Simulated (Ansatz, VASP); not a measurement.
## Cross-check of PtS2 between VASP and Ansatz

Aim: how closely do two programs agree when they are given the same cell, functional and k mesh?

Main program and level: Ansatz 0.2.0; plane waves, with VASP 6.6.1 beside it; band structure at HSE06, spin-orbit coupling.

### 1. Starting point

The structure is trigonal, space group P-3m1 (No. 164). The conventional cell has a = 3.543 Å, b = 3.543 Å, c = 5.039 Å, α = 90.00°, β = 90.00°, γ = 120.00°. Pt has 6 S at 2.37 Å nearest. S has 3 Pt at 2.37 Å nearest. Farther neighbours and most contacts between anions are not listed.

### 2. VASP: band structure, HSE06, spin-orbit coupling

The same path points are solved in both programs, so levels can be compared one by one.

Lines of VASP's logs that name or quote its potential files are left out, and so is its time.

INCAR

```
SYSTEM = PtS2
PREC = Accurate
ENCUT = 350
EDIFF = 1E-06
NELM = 100
ISMEAR = 0
SIGMA = 0.03
LREAL = .FALSE.
ALGO = Normal
LHFCALC = .TRUE.
AEXX = 0.25
GGA = PE
HFSCREEN = 0.2
LASPH = .TRUE.
LNONCOLLINEAR = .TRUE.
MAGMOM = 0 0 0 0 0 0 0 0 0
NBANDS = 34
GGA_COMPAT = .FALSE.
LSORBIT = .TRUE.
LMAXMIX = 4
PRECFOCK = Fast
LORBIT = 11
LWAVE = .FALSE.
LCHARG = .FALSE.
KPAR = 4
```

POSCAR

```
PtS2
1.0
    3.5432000000      0.0000000000      0.0000000000
   -1.7716000000      3.0685012107      0.0000000000
    0.0000000000      0.0000000000      5.0388000000
Pt S
1 2
Direct
    0.0000000000      0.0000000000      0.0000000000
    0.6666666667      0.3333333333      0.7611866065
    0.3333333333      0.6666666667      0.2388133935
```

KPOINTS

```
Automatic mesh
0
Gamma
5 5 3
0 0 0
```

KPOINTS_OPT

```
Line mode
10
Line-mode
Reciprocal
  0.00000000   0.00000000   0.00000000 GAMMA
  0.50000000   0.00000000   0.00000000 M

  0.50000000   0.00000000   0.00000000 M
  0.33333333   0.33333333   0.00000000 K

  0.33333333   0.33333333   0.00000000 K
  0.00000000   0.00000000   0.00000000 GAMMA

  0.00000000   0.00000000   0.00000000 GAMMA
  0.00000000   0.00000000   0.50000000 A

  0.00000000   0.00000000   0.50000000 A
  0.50000000   0.00000000   0.50000000 L

  0.50000000   0.00000000   0.50000000 L
  0.33333333   0.33333333   0.50000000 H

  0.33333333   0.33333333   0.50000000 H
  0.00000000   0.00000000   0.50000000 A

  0.50000000   0.00000000   0.50000000 L
  0.50000000   0.00000000   0.00000000 M

  0.33333333   0.33333333   0.00000000 K
  0.33333333   0.33333333   0.50000000 H
```

Potentials, in the order of the species: Pt and S (PBE family, release 64).

Command:

```bash
$ mpirun -np 4 vasp_ncl
```

Numbers of over 12 decimals in the logs are rounded to 6 here.

Output:

```text
[banner, memory and clock lines left out]
running    4 mpi-ranks, on    1 nodes
 distrk:  each k-point on    1 cores,    4 groups
 distr:  one band on    1 cores,    1 groups

 POSCAR found type information on POSCAR PtS
 POSCAR found :  2 types and       3 ions
 LDA part: xc-table for (Slater+PW92), standard interpolation
 found WAVECAR, reading the header
 POSCAR, INCAR and KPOINTS ok, starting setup
 FFT: planning ... GRIDC
 FFT: planning ... GRID_SOFT
 FFT: planning ... GRID
 reading WAVECAR
 the WAVECAR file was read successfully
 initial charge from wavefunction
 entering main loop
       N       E                     dE             d eps       ncg     rms          rms(c)
DAV:   1    -0.190702961580E+02   -0.19070E+02   -0.10887E+00   838   0.942E+00    0.288E+00
DAV:   2    -0.190941454437E+02   -0.23849E-01   -0.71535E-02   944   0.202E+00    0.211E+00
DAV:   3    -0.190939674643E+02    0.17798E-03   -0.32554E-03   956   0.453E-01    0.132E+00
DAV:   4    -0.190932316532E+02    0.73581E-03   -0.88427E-04   942   0.278E-01    0.786E-01
DAV:   5    -0.190930575901E+02    0.17406E-03   -0.27303E-04   926   0.120E-01    0.450E-01
DAV:   6    -0.190929968318E+02    0.60758E-04   -0.56977E-05   954   0.738E-02    0.259E-01
DAV:   7    -0.190929841016E+02    0.12730E-04   -0.17357E-05   946   0.313E-02    0.148E-01
DAV:   8    -0.190929813957E+02    0.27059E-05   -0.38795E-06   928   0.154E-02    0.857E-02
DAV:   9    -0.190929815396E+02   -0.14390E-06   -0.13193E-06   740   0.917E-03
   1 F= -.19092982E+02 E0= -.19092982E+02  d E =-.157388E-13  mag=    -0.0000    -0.0000     0.0000
 Start KPOINTS_OPT (optional k-point list driver)
k-point batch [1-12\90]
       N       E                     dE             ncg
DAV:   1     0.152958278194E+04   -0.22887E+04      832
DAV:   2     0.758156664248E+02   -0.14538E+04      958
DAV:   3    -0.420453817196E+02   -0.11786E+03      932
DAV:   4    -0.448192861106E+02   -0.27739E+01      954
DAV:   5    -0.448623630823E+02   -0.43077E-01      952
DAV:   6    -0.448632717045E+02   -0.90862E-03     1006
DAV:   7    -0.448632933337E+02   -0.21629E-04      942
DAV:   8    -0.448632940216E+02   -0.68791E-06      754
[...]
k-point batch [85-90\90]
       N       E                     dE             ncg
DAV:   1     0.455872935983E+04   -0.34439E+04      424
DAV:   2     0.387151331472E+04   -0.68722E+03      452
DAV:   3     0.382163100622E+04   -0.49882E+02      494
DAV:   4     0.382043763079E+04   -0.11934E+01      478
DAV:   5     0.382041963258E+04   -0.17998E-01      472
DAV:   6     0.382041925392E+04   -0.37866E-03      486
DAV:   7     0.382041924489E+04   -0.90375E-05      468
DAV:   8     0.382041924464E+04   -0.24948E-06      380
```

OUTCAR, selected parts (step 2):

```text
ion  position               nearest neighbor table
   1  0.000  0.000  0.000-   2 2.37   3 2.37   2 2.37   3 2.37   2 2.37   3 2.37
   2  0.667  0.333  0.761-   1 2.37   1 2.37   1 2.37
   3  0.333  0.667  0.239-   1 2.37   1 2.37   1 2.37

  LATTYP: Found a hexagonal cell.
 ALAT       =     3.5432000000
 C/A-ratio  =     1.4221043125

 Subroutine GETGRP returns: Found 12 space group operations
 (whereof 12 operations were pure point group operations)

The static configuration has the point symmetry D_3d.

 Found     12 irreducible k-points:

   k-points           NKPTS =     12   k-points in BZ     NKDIM =     75   number of bands    NBANDS=     34

   dimension x,y,z NGX =    24 NGY =   24 NGZ =   32
   dimension x,y,z NGXF=    48 NGYF=   48 NGZF=   64

   ENCUT  =  350.0 eV  25.72 Ry    5.07 a.u.   5.40  5.40  7.69*2*pi/ulx,y,z

   NELECT =      22.0000    total number of electrons

 k-points in reciprocal lattice and weights: Automatic mesh
   0.00000000  0.00000000  0.00000000       0.013
   0.20000000  0.00000000  0.00000000       0.080
   0.40000000  0.00000000  0.00000000       0.080
   0.20000000  0.20000000  0.00000000       0.080
   0.40000000  0.20000000  0.00000000       0.080
   0.00000000  0.00000000  0.33333333       0.027
   0.20000000  0.00000000  0.33333333       0.080
   0.00000000  0.20000000  0.33333333       0.080
   0.40000000  0.00000000  0.33333333       0.080
   0.00000000  0.40000000  0.33333333       0.080
   0.20000000  0.20000000  0.33333333       0.160
   0.40000000  0.20000000  0.33333333       0.160

  exchange ACFDT corr.  =         0.00000000  see jH, gK, PRB 81, 115126

 average (electrostatic) potential at core
       1 -63.5320       2 -81.8592       3 -81.8592

 E-fermi :   6.5227

 k-point     1 :       0.0000    0.0000    0.0000
  band No.  band energies     occupation
    ...
     18       4.9881      1.00000
     19       5.2244      1.00000
     20       5.2244      1.00000
     21       6.3777      1.00000
     22       6.3777      1.00000
     23       8.9643      0.00000
     24       8.9643      0.00000
     25       9.3176      0.00000
     26       9.3176      0.00000
     27      11.6797      0.00000
    ...

 k-point     2 :       0.2000    0.0000    0.0000
  band No.  band energies     occupation
    ...
     18       4.3611      1.00000
     19       4.8544      1.00000
     20       4.8544      1.00000
     21       5.7965      1.00000
     22       5.7965      1.00000
     23       8.4879      0.00000
     24       8.4879      0.00000
     25       9.1439      0.00000
     26       9.1439      0.00000
     27      12.9990      0.00000
    ...

 k-point     3 :       0.4000    0.0000    0.0000
  band No.  band energies     occupation
    ...
     18       2.9518      1.00000
     19       3.5056      1.00000
     20       3.5056      1.00000
     21       4.0789      1.00000
     22       4.0789      1.00000
     23       8.6122      0.00000
     24       8.6122      0.00000
     25       9.6518      0.00000
     26       9.6518      0.00000
     27      12.6654      0.00000
    ...

  energy-cutoff  :      350.00
  volume of cell :       54.78
      direct lattice vectors                 reciprocal lattice vectors
     3.543200000  0.000000000  0.000000000     0.282230752  0.162946001  0.000000000
    -1.771600000  3.068501211  0.000000000     0.000000000  0.325892001  0.000000000
     0.000000000  0.000000000  5.038800000     0.000000000  0.000000000  0.198459951

 POSITION                                       TOTAL-FORCE (eV/Angst)
 -----------------------------------------------------------------------------------
      0.00000      0.00000      0.00000         0.000000      0.000000      0.000000
      1.77160      1.02283      3.83547         0.000000     -0.000000     -0.009334
     -0.00000      2.04567      1.20333        -0.000000     -0.000000      0.009334
 -----------------------------------------------------------------------------------
    total drift:                               -0.000000      0.000000     -0.000000

  FREE ENERGIE OF THE ION-ELECTRON SYSTEM (eV)
  ---------------------------------------------------
  free  energy   TOTEN  =       -19.0929815396 eV

  energy  without entropy=      -19.0929815396  energy(sigma->0) =      -19.09298154

 Spin-Orbit-Coupling matrix elements
 Ion:    1  E_soc:     -0.8172982
 Ion:    2  E_soc:      0.0014001
 Ion:    3  E_soc:      0.0014001

 total charge
# of ion       s       p       d       tot
------------------------------------------
    1        0.754   0.850   7.981   9.584
    2        1.355   2.299   0.000   3.655
    3        1.355   2.299   0.000   3.655
--------------------------------------------------
tot          3.464   5.449   7.981  16.893

 magnetization (x)
# of ion       s       p       d       tot
------------------------------------------
    1        0.000   0.000   0.000   0.000
    2       -0.000   0.000   0.000  -0.000
    3       -0.000   0.000   0.000  -0.000
--------------------------------------------------
tot         -0.000   0.000   0.000  -0.000

 magnetization (y)
# of ion       s       p       d       tot
------------------------------------------
    1        0.000   0.000   0.000   0.000
    2        0.000  -0.000   0.000  -0.000
    3        0.000  -0.000   0.000  -0.000
--------------------------------------------------
tot          0.000  -0.000   0.000  -0.000

 magnetization (z)
# of ion       s       p       d       tot
------------------------------------------
    1        0.000   0.000   0.000   0.000
    2        0.000   0.000   0.000   0.000
    3        0.000   0.000   0.000   0.000
--------------------------------------------------
tot          0.000   0.000   0.000   0.000

[... 3 further parts left out ...]
```

[end of part 1 of 2]

[Lines on the potential files, build, host, timing and source positions are cut from VASP's logs without a mark.]

[Logs are printed without paths, hosts, clocks, repeated set-up lines and the standing remarks that a program may print on its own settings, such as how far it seeks lower states.]

[Hosts, paths, dates, database ids (printed as entryN), source tags and the programs' standing remarks are cut or masked in the printed files.]
